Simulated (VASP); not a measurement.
Given:

```xyz
2
Lattice="0.0000 2.0011 2.0011 2.0011 0.0000 2.0011 2.0011 2.0011 0.0000" Properties=species:S:1:pos:R:3 pbc="T T T"
V      0.0000     0.0000     0.0000
N      2.0011     2.0011     2.0011
```

Method: vdW-DF-cx, VASP's PBE PAW potentials (set 64) (plane waves; VASP). Run with 520 eV cut-off, 15×15×15 Γ-centred mesh, first-order Methfessel-Paxton smearing of 0.10 eV, potentials V_sv N.

What does the run give for the energy per atom (σ→0), pressure, band gap (on the k-mesh) with the smallest direct gap where there is one?

```
Quantity                                                    Result
------------------------  ----------------------------------------
band gap (on the k-mesh)  none (metal, semimetal or under 0.01 eV)
energy per atom (σ→0)                               -7.732 eV/atom
pressure                                                 23.82 GPa
```

The absolute energy has meaning only against runs of the same code, potentials and settings.

The compound is VN in the rock salt structure, which distorts at low temperature. This cell is one point of a volume scan, at 0.94 of the reference volume. The run is not spin-polarised, so no magnetic state was tried. VASP warned that the highest band is occupied, so more bands are needed.
